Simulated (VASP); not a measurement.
Input:

```xyz
4
Lattice="2.1510 -5.4300 0.0000 2.1510 5.4300 0.0000 0.0000 0.0000 4.0730" Properties=species:S:1:pos:R:3 pbc="T T T"
Y      2.1510    -3.9313     1.0183
Y      2.1510     3.9313     3.0548
Ga     2.1510    -0.9014     1.0183
Ga     2.1510     0.9014     3.0548
```

Computed with LDA (Ceperley-Alder, Perdew-Zunger), VASP's LDA PAW potentials (set 64) (plane waves; VASP). Numerical set-up: 300 eV cut-off, 6×6×6 Γ-centred mesh, Fermi-Dirac smearing of 0.10 eV, potentials Y_sv Ga_d.

At this cut-off the stress carries a Pulay error, which pulls relaxed volumes low.

### Question
Which forces act on the atoms, in eV/Å?

### Answer

```csv
atom,Fx,Fy,Fz
Y1,0.000,-0.033,0.000
Y2,0.000,0.033,0.000
Ga3,0.000,0.500,0.000
Ga4,0.000,-0.500,0.000
```

### Question
Give the stress tensor in GPa (positive for a compressed cell).

### Answer

```
-3.47   0.00   0.00
 0.00  -4.27   0.00
 0.00   0.00  -4.88
```
The pressure is its mean diagonal, -4.21 GPa.

The structure comes from a measured YGa entry of the Crystallography Open Database, whose conditions weren't checked. The cell was not relaxed at this level.
